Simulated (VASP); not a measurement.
Computed with PBE GGA, VASP's PBE PAW potentials (set 64) (plane waves; VASP 6.6.1).

The input files of a VASP run:

**KPOINTS**
```
Automatic mesh
0
Gamma
1 1 1
0 0 0
```

**POSCAR**
```
Ti24O48
1.0
  9.3146232809   0.0000000000   0.0000000000
  0.0000000000   9.3146232809   0.0000000000
  0.0000000000   0.0000000000   8.9084705121
Ti O
24 48
direct
  0.0000000000   0.0000000000   0.0000000000
  0.2500000000   0.2500000000   0.1666670000
  0.0000000000   0.0000000000   0.3333330000
  0.2500000000   0.2500000000   0.5000000000
  0.0000000000   0.0000000000   0.6666670000
  0.2500000000   0.2500000000   0.8333330000
  0.0000000000   0.5000000000   0.0000000000
  0.2500000000   0.7500000000   0.1666670000
  0.0000000000   0.5000000000   0.3333330000
  0.2500000000   0.7500000000   0.5000000000
  0.0000000000   0.5000000000   0.6666670000
  0.2500000000   0.7500000000   0.8333330000
  0.5000000000   0.0000000000   0.0000000000
  0.7500000000   0.2500000000   0.1666670000
  0.5000000000   0.0000000000   0.3333330000
  0.7500000000   0.2500000000   0.5000000000
  0.5000000000   0.0000000000   0.6666670000
  0.7500000000   0.2500000000   0.8333330000
  0.5000000000   0.5000000000   0.0000000000
  0.7500000000   0.7500000000   0.1666670000
  0.5000000000   0.5000000000   0.3333330000
  0.7500000000   0.7500000000   0.5000000000
  0.5000000000   0.5000000000   0.6666670000
  0.7500000000   0.7500000000   0.8333330000
  0.1525000000   0.1525000000   0.0000000000
  0.4025000000   0.0975000000   0.1666670000
  0.0975000000   0.4025000000   0.1666670000
  0.3475000000   0.3475000000   0.0000000000
  0.1525000000   0.1525000000   0.3333330000
  0.4025000000   0.0975000000   0.5000000000
  0.0975000000   0.4025000000   0.5000000000
  0.3475000000   0.3475000000   0.3333330000
  0.1525000000   0.1525000000   0.6666670000
  0.4025000000   0.0975000000   0.8333330000
  0.0975000000   0.4025000000   0.8333330000
  0.3475000000   0.3475000000   0.6666670000
  0.1525000000   0.6525000000   0.0000000000
  0.4025000000   0.5975000000   0.1666670000
  0.0975000000   0.9025000000   0.1666670000
  0.3475000000   0.8475000000   0.0000000000
  0.1525000000   0.6525000000   0.3333330000
  0.4025000000   0.5975000000   0.5000000000
  0.0975000000   0.9025000000   0.5000000000
  0.3475000000   0.8475000000   0.3333330000
  0.1525000000   0.6525000000   0.6666670000
  0.4025000000   0.5975000000   0.8333330000
  0.0975000000   0.9025000000   0.8333330000
  0.3475000000   0.8475000000   0.6666670000
  0.6525000000   0.1525000000   0.0000000000
  0.9025000000   0.0975000000   0.1666670000
  0.5975000000   0.4025000000   0.1666670000
  0.8475000000   0.3475000000   0.0000000000
  0.6525000000   0.1525000000   0.3333330000
  0.9025000000   0.0975000000   0.5000000000
  0.5975000000   0.4025000000   0.5000000000
  0.8475000000   0.3475000000   0.3333330000
  0.6525000000   0.1525000000   0.6666670000
  0.9025000000   0.0975000000   0.8333330000
  0.5975000000   0.4025000000   0.8333330000
  0.8475000000   0.3475000000   0.6666670000
  0.6525000000   0.6525000000   0.0000000000
  0.9025000000   0.5975000000   0.1666670000
  0.5975000000   0.9025000000   0.1666670000
  0.8475000000   0.8475000000   0.0000000000
  0.6525000000   0.6525000000   0.3333330000
  0.9025000000   0.5975000000   0.5000000000
  0.5975000000   0.9025000000   0.5000000000
  0.8475000000   0.8475000000   0.3333330000
  0.6525000000   0.6525000000   0.6666670000
  0.9025000000   0.5975000000   0.8333330000
  0.5975000000   0.9025000000   0.8333330000
  0.8475000000   0.8475000000   0.6666670000
```

**INCAR**
```
ALGO=Fast   # Davidson, then RMM-DIIS
IBRION=2   # conjugate gradients
ISMEAR=0
EDIFF=1E-5   # SCF stop (eV)
LASPH=T   # aspherical one-centre terms
LWAVE=T
LCHARG=F
SIGMA=0.05   # width (eV)
NSW=20
PREC=Normal
EDIFFG=-0.03
NELM=100   # most electronic steps
LREAL=Auto
NELMIN=4
ISIF=2   # forces and stress, cell fixed
ENCUT=400   # plane-wave cut-off (eV)
SYSTEM=Ti24O48
LMAXMIX=4
GGA=PE   # PBE
```

POTCAR, in this order: Ti O (PBE.64 set). Program: vasp_gam.

What VASP printed:

File OSZICAR:
```
       N       E                     dE             d eps       ncg     rms          rms(c)
DAV:   1     0.627854299301E+04    0.62785E+04   -0.14744E+05   468   0.147E+03
DAV:   2     0.167614790554E+04   -0.46024E+04   -0.43895E+04   516   0.453E+02
DAV:   3    -0.403674709996E+03   -0.20798E+04   -0.20259E+04   604   0.262E+02
DAV:   4    -0.836366509812E+03   -0.43269E+03   -0.41595E+03   720   0.122E+02
DAV:   5    -0.851287241877E+03   -0.14921E+02   -0.14888E+02   624   0.214E+01    0.147E+02
RMM:   6    -0.626920735460E+03    0.22437E+03   -0.12276E+03   490   0.718E+01    0.215E+01
RMM:   7    -0.632866780279E+03   -0.59460E+01   -0.14178E+02   461   0.335E+01    0.414E+01
RMM:   8    -0.642757201273E+03   -0.98904E+01   -0.54043E+01   469   0.126E+01    0.641E+01
RMM:   9    -0.647133228004E+03   -0.43760E+01   -0.10264E+02   585   0.211E+01    0.300E+01
RMM:  10    -0.643611248754E+03    0.35220E+01   -0.35052E+00   483   0.401E+00    0.262E+01
RMM:  11    -0.636220952755E+03    0.73903E+01   -0.14162E+01   548   0.697E+00    0.144E+01
RMM:  12    -0.634612334791E+03    0.16086E+01   -0.47984E+00   497   0.414E+00    0.915E+00
RMM:  13    -0.634649607277E+03   -0.37272E-01   -0.65513E-01   495   0.149E+00    0.860E+00
RMM:  14    -0.634005888782E+03    0.64372E+00   -0.15728E+00   563   0.237E+00    0.504E+00
RMM:  15    -0.633767459264E+03    0.23843E+00   -0.57919E-01   506   0.148E+00    0.342E+00
RMM:  16    -0.633677934880E+03    0.89524E-01   -0.48061E-01   521   0.116E+00    0.177E+00
RMM:  17    -0.633671127339E+03    0.68075E-02   -0.69315E-02   572   0.490E-01    0.117E+00
RMM:  18    -0.633666733833E+03    0.43935E-02   -0.15795E-02   504   0.227E-01    0.945E-01
RMM:  19    -0.633664181913E+03    0.25519E-02   -0.64567E-03   492   0.124E-01    0.709E-01
RMM:  20    -0.633657348549E+03    0.68334E-02   -0.17563E-02   580   0.247E-01    0.390E-01
RMM:  21    -0.633656086452E+03    0.12621E-02   -0.17448E-03   493   0.904E-02    0.290E-01
RMM:  22    -0.633654787627E+03    0.12988E-02   -0.60130E-03   575   0.146E-01    0.857E-02
RMM:  23    -0.633654724357E+03    0.63270E-04   -0.66064E-04   508   0.481E-02    0.349E-02
RMM:  24    -0.633654730744E+03   -0.63863E-05   -0.18996E-04   399   0.210E-02    0.497E-02
RMM:  25    -0.633654735915E+03   -0.51711E-05   -0.70649E-05   411   0.166E-02
   1 F= -.63365474E+03 E0= -.63365474E+03  d E =-.633655E+03
       N       E                     dE             d eps       ncg     rms          rms(c)
DAV:   1    -0.633654246533E+03    0.48421E-03   -0.83391E-01   504   0.227E+00    0.249E-01
RMM:   2    -0.633656118139E+03   -0.18716E-02   -0.21344E-02   469   0.394E-01    0.237E-01
RMM:   3    -0.633656335522E+03   -0.21738E-03   -0.29076E-03   483   0.148E-01    0.114E-01
RMM:   4    -0.633656291374E+03    0.44148E-04   -0.62606E-04   474   0.685E-02    0.953E-02
RMM:   5    -0.633656270695E+03    0.20678E-04   -0.19907E-04   468   0.413E-02    0.326E-02
RMM:   6    -0.633656275160E+03   -0.44643E-05   -0.62566E-05   409   0.187E-02
   2 F= -.63365628E+03 E0= -.63365628E+03  d E =-.153925E-02
```

### OUTCAR
```
------------------------ aborting loop because EDIFF is reached ----------------------------------------
  FORCE on cell =-STRESS in cart. coord.  units (eV):
  Direction    XX          YY          ZZ          XY          YZ          ZX
  --------------------------------------------------------------------------------------
  Total      -26.9078553    -26.9078553    -23.7960854      0.0000000      0.0000000      0.0000000
  in kB      -55.7770998    -55.7770998    -49.3267343      0.0000000      0.0000000      0.0000000
  external PRESSURE =     -53.6269780 kB  Pullay stress =       0.0000000 kB
  volume of cell :      772.92
      direct lattice vectors                 reciprocal lattice vectors
     9.314623281  0.000000000  0.000000000     0.107358072  0.000000000  0.000000000
     0.000000000  9.314623281  0.000000000     0.000000000  0.107358072  0.000000000
     0.000000000  0.000000000  8.908470512     0.000000000  0.000000000  0.112252715
 POSITION                                       TOTAL-FORCE (eV/Angst)
 -----------------------------------------------------------------------------------
      0.00000      9.31462      8.90847         0.000000     -0.000000      0.000000
      2.32866      2.32866      1.48475         0.000000     -0.000000      0.000000
      0.00000      9.31462      2.96949         0.000000     -0.000000     -0.000000
      2.32866      2.32866      4.45424         0.000000     -0.000000      0.000000
      0.00000      9.31462      5.93898         0.000000     -0.000000      0.000000
      2.32866      2.32866      7.42372         0.000000     -0.000000      0.000000
      0.00000      4.65731      0.00000         0.000000     -0.000000     -0.000000
      2.32866      6.98597      1.48475         0.000000     -0.000000     -0.000000
      0.00000      4.65731      2.96949         0.000000     -0.000000      0.000000
      2.32866      6.98597      4.45424         0.000000     -0.000000      0.000000
      0.00000      4.65731      5.93898         0.000000     -0.000000      0.000000
      2.32866      6.98597      7.42372         0.000000     -0.000000     -0.000000
      4.65731      9.31462      8.90847         0.000000     -0.000000      0.000000
      6.98597      2.32866      1.48475         0.000000     -0.000000      0.000000
      4.65731      9.31462      2.96949         0.000000     -0.000000      0.000000
      6.98597      2.32866      4.45424         0.000000     -0.000000      0.000000
      4.65731      9.31462      5.93898         0.000000     -0.000000      0.000000
      6.98597      2.32866      7.42372         0.000000     -0.000000     -0.000000
      4.65731      4.65731      8.90847         0.000000     -0.000000      0.000000
      6.98597      6.98597      1.48475         0.000000     -0.000000     -0.000000
      4.65731      4.65731      2.96949         0.000000     -0.000000      0.000000
      6.98597      6.98597      4.45424         0.000000     -0.000000     -0.000000
      4.65731      4.65731      5.93898         0.000000     -0.000000      0.000000
      6.98597      6.98597      7.42372         0.000000     -0.000000      0.000000
      1.41924      1.41924      0.00000        -0.000617     -0.000617     -0.000000
      3.74790      0.90941      1.48475        -0.000617      0.000617      0.000000
      0.90941      3.74790      1.48475         0.000617     -0.000617      0.000000
      3.23807      3.23807      8.90847         0.000617      0.000617     -0.000000
      1.41924      1.41924      2.96949        -0.000617     -0.000617      0.000000
      3.74790      0.90941      4.45424        -0.000617      0.000617     -0.000000
      0.90941      3.74790      4.45424         0.000617     -0.000617     -0.000000
      3.23807      3.23807      2.96949         0.000617      0.000617     -0.000000
      1.41924      1.41924      5.93898        -0.000617     -0.000617      0.000000
      3.74790      0.90941      7.42372        -0.000617      0.000617     -0.000000
      0.90941      3.74790      7.42372         0.000617     -0.000617      0.000000
      3.23807      3.23807      5.93898         0.000617      0.000617      0.000000
      1.41924      6.07655      0.00000        -0.000617     -0.000617      0.000000
      3.74790      5.56672      1.48475        -0.000617      0.000617      0.000000
      0.90941      8.40521      1.48475         0.000617     -0.000617      0.000000
      3.23807      7.89538      8.90847         0.000617      0.000617      0.000000
      1.41924      6.07655      2.96949        -0.000617     -0.000617     -0.000000
      3.74790      5.56672      4.45424        -0.000617      0.000617     -0.000000
      0.90941      8.40521      4.45424         0.000617     -0.000617     -0.000000
      3.23807      7.89538      2.96949         0.000617      0.000617     -0.000000
      1.41924      6.07655      5.93898        -0.000617     -0.000617      0.000000
      3.74790      5.56672      7.42372        -0.000617      0.000617      0.000000
      0.90941      8.40521      7.42372         0.000617     -0.000617     -0.000000
      3.23807      7.89538      5.93898         0.000617      0.000617     -0.000000
      6.07655      1.41924      8.90847        -0.000617     -0.000617     -0.000000
      8.40521      0.90941      1.48475        -0.000617      0.000617     -0.000000
      5.56672      3.74790      1.48475         0.000617     -0.000617     -0.000000
      7.89538      3.23807      8.90847         0.000617      0.000617     -0.000000
      6.07655      1.41924      2.96949        -0.000617     -0.000617     -0.000000
      8.40521      0.90941      4.45424        -0.000617      0.000617     -0.000000
      5.56672      3.74790      4.45424         0.000617     -0.000617     -0.000000
      7.89538      3.23807      2.96949         0.000617      0.000617     -0.000000
      6.07655      1.41924      5.93898        -0.000617     -0.000617      0.000000
      8.40521      0.90941      7.42372        -0.000617      0.000617      0.000000
      5.56672      3.74790      7.42372         0.000617     -0.000617      0.000000
      7.89538      3.23807      5.93898         0.000617      0.000617      0.000000
      6.07655      6.07655      8.90847        -0.000617     -0.000617     -0.000000
      8.40521      5.56672      1.48475        -0.000617      0.000617     -0.000000
      5.56672      8.40521      1.48475         0.000617     -0.000617     -0.000000
      7.89538      7.89538      0.00000         0.000617      0.000617      0.000000
      6.07655      6.07655      2.96949        -0.000617     -0.000617     -0.000000
      8.40521      5.56672      4.45424        -0.000617      0.000617     -0.000000
      5.56672      8.40521      4.45424         0.000617     -0.000617      0.000000
      7.89538      7.89538      2.96949         0.000617      0.000617     -0.000000
      6.07655      6.07655      5.93898        -0.000617     -0.000617      0.000000
      8.40521      5.56672      7.42372        -0.000617      0.000617      0.000000
      5.56672      8.40521      7.42372         0.000617     -0.000617     -0.000000
      7.89538      7.89538      5.93898         0.000617      0.000617      0.000000
 -----------------------------------------------------------------------------------
    total drift:                                0.000000      0.000000     -0.000000
  FREE ENERGIE OF THE ION-ELECTRON SYSTEM (eV)
  ---------------------------------------------------
  free  energy   TOTEN  =      -633.6562751598 eV

  energy  without entropy=     -633.6562751598  energy(sigma->0) =     -633.65627516

 reached required accuracy - stopping structural energy minimisation
```
(Selected blocks of OUTCAR.)

File CONTCAR:
```
Ti24O48
   1.00000000000000
     9.3146232808999994    0.0000000000000000    0.0000000000000000
     0.0000000000000000    9.3146232808999994    0.0000000000000000
     0.0000000000000000    0.0000000000000000    8.9084705120999992
  Ti              O
    24    48
Direct
     0.0000000000000000    1.0000000000000000    1.0000000000000000
     0.2500000000000000    0.2500000000000000    0.1666669999999968
     0.0000000000000000    1.0000000000000000    0.3333330000000032
     0.2500000000000000    0.2500000000000000    0.5000000000000000
     0.0000000000000000    1.0000000000000000    0.6666669999999968
     0.2500000000000000    0.2500000000000000    0.8333330000000032
     0.0000000000000000    0.5000000000000000    0.0000000000000000
     0.2500000000000000    0.7500000000000000    0.1666669999999968
     0.0000000000000000    0.5000000000000000    0.3333330000000032
     0.2500000000000000    0.7500000000000000    0.5000000000000000
     0.0000000000000000    0.5000000000000000    0.6666669999999968
     0.2500000000000000    0.7500000000000000    0.8333330000000032
     0.5000000000000000    1.0000000000000000    1.0000000000000000
     0.7500000000000000    0.2500000000000000    0.1666669999999968
     0.5000000000000000    1.0000000000000000    0.3333330000000032
     0.7500000000000000    0.2500000000000000    0.5000000000000000
     0.5000000000000000    1.0000000000000000    0.6666669999999968
     0.7500000000000000    0.2500000000000000    0.8333330000000032
     0.5000000000000000    0.5000000000000000    1.0000000000000000
     0.7500000000000000    0.7500000000000000    0.1666669999999968
     0.5000000000000000    0.5000000000000000    0.3333330000000032
     0.7500000000000000    0.7500000000000000    0.5000000000000000
     0.5000000000000000    0.5000000000000000    0.6666669999999968
     0.7500000000000000    0.7500000000000000    0.8333330000000032
     0.1523671759710462    0.1523671759710462    0.0000000000000000
     0.4023671759710462    0.0976328240289539    0.1666669999999968
     0.0976328240289539    0.4023671759710462    0.1666669999999968
     0.3476328240289538    0.3476328240289538    1.0000000000000000
     0.1523671759710462    0.1523671759710462    0.3333330000000032
     0.4023671759710462    0.0976328240289539    0.5000000000000000
     0.0976328240289539    0.4023671759710462    0.5000000000000000
     0.3476328240289538    0.3476328240289538    0.3333330000000032
     0.1523671759710462    0.1523671759710462    0.6666669999999968
     0.4023671759710462    0.0976328240289539    0.8333330000000032
     0.0976328240289539    0.4023671759710462    0.8333330000000032
     0.3476328240289538    0.3476328240289538    0.6666669999999968
     0.1523671759710462    0.6523671759710461    0.0000000000000000
     0.4023671759710462    0.5976328240289539    0.1666669999999968
     0.0976328240289539    0.9023671759710461    0.1666669999999968
     0.3476328240289538    0.8476328240289539    1.0000000000000000
     0.1523671759710462    0.6523671759710461    0.3333330000000032
     0.4023671759710462    0.5976328240289539    0.5000000000000000
     0.0976328240289539    0.9023671759710461    0.5000000000000000
     0.3476328240289538    0.8476328240289539    0.3333330000000032
     0.1523671759710462    0.6523671759710461    0.6666669999999968
     0.4023671759710462    0.5976328240289539    0.8333330000000032
     0.0976328240289539    0.9023671759710461    0.8333330000000032
     0.3476328240289538    0.8476328240289539    0.6666669999999968
     0.6523671759710461    0.1523671759710462    1.0000000000000000
     0.9023671759710461    0.0976328240289539    0.1666669999999968
     0.5976328240289539    0.4023671759710462    0.1666669999999968
     0.8476328240289539    0.3476328240289538    1.0000000000000000
     0.6523671759710461    0.1523671759710462    0.3333330000000032
     0.9023671759710461    0.0976328240289539    0.5000000000000000
     0.5976328240289539    0.4023671759710462    0.5000000000000000
     0.8476328240289539    0.3476328240289538    0.3333330000000032
     0.6523671759710461    0.1523671759710462    0.6666669999999968
     0.9023671759710461    0.0976328240289539    0.8333330000000032
     0.5976328240289539    0.4023671759710462    0.8333330000000032
     0.8476328240289539    0.3476328240289538    0.6666669999999968
     0.6523671759710461    0.6523671759710461    1.0000000000000000
     0.9023671759710461    0.5976328240289539    0.1666669999999968
     0.5976328240289539    0.9023671759710461    0.1666669999999968
     0.8476328240289539    0.8476328240289539    0.0000000000000000
     0.6523671759710461    0.6523671759710461    0.3333330000000032
     0.9023671759710461    0.5976328240289539    0.5000000000000000
     0.5976328240289539    0.9023671759710461    0.5000000000000000
     0.8476328240289539    0.8476328240289539    0.3333330000000032
     0.6523671759710461    0.6523671759710461    0.6666669999999968
     0.9023671759710461    0.5976328240289539    0.8333330000000032
     0.5976328240289539    0.9023671759710461    0.8333330000000032
     0.8476328240289539    0.8476328240289539    0.6666669999999968
```

OUTCAR:
```
 val. band max:        1.6044991689   @ k =   0.0000   0.0000   0.0000

 cond. band min:       3.2262369328   @ k =   0.0000   0.0000   0.0000


 Fermi energy:         1.8738205520

 k-point     1 :       0.0000    0.0000    0.0000
  band No.  band energies     occupation
      1     -16.4438      2.00000
      2     -15.7981      2.00000
      3     -15.7981      2.00000
      4     -15.7974      2.00000
      5     -15.7974      2.00000
      6     -15.7974      2.00000
      7     -15.7974      2.00000
      8     -15.6619      2.00000
      9     -15.6618      2.00000
     10     -15.3843      2.00000
     11     -15.3843      2.00000
     12     -15.3843      2.00000
     13     -15.3843      2.00000
     14     -15.3843      2.00000
     15     -15.3843      2.00000
     16     -15.3843      2.00000
     17     -15.3843      2.00000
     18     -15.2982      2.00000
     19     -15.2495      2.00000
     20     -15.2495      2.00000
     21     -15.2494      2.00000
     22     -15.2494      2.00000
     23     -15.1462      2.00000
     24     -15.1462      2.00000
     25     -15.1461      2.00000
     26     -15.1461      2.00000
     27     -15.0516      2.00000
     28     -15.0516      2.00000
     29     -15.0516      2.00000
     30     -15.0516      2.00000
     31     -15.0304      2.00000
     32     -15.0303      2.00000
     33     -15.0186      2.00000
     34     -15.0186      2.00000
     35     -15.0186      2.00000
     36     -15.0186      2.00000
     37     -15.0185      2.00000
     38     -15.0185      2.00000
     39     -15.0185      2.00000
     40     -15.0185      2.00000
     41     -14.9157      2.00000
     42     -14.9157      2.00000
     43     -14.9157      2.00000
     44     -14.9157      2.00000
     45     -14.8965      2.00000
     46     -14.8965      2.00000
     47     -14.7731      2.00000
     48     -14.7731      2.00000
     49      -3.9963      2.00000
     50      -3.7659      2.00000
     51      -3.7659      2.00000
...
```

At this cut-off the stress carries a Pulay error, which pulls relaxed volumes low. The supercell is sampled at Γ alone, which is coarse: total energies, pressure and levels can be off, energies of defects by several tenths of an eV.

The cell is a supercell, built from TiO2 (rutile).
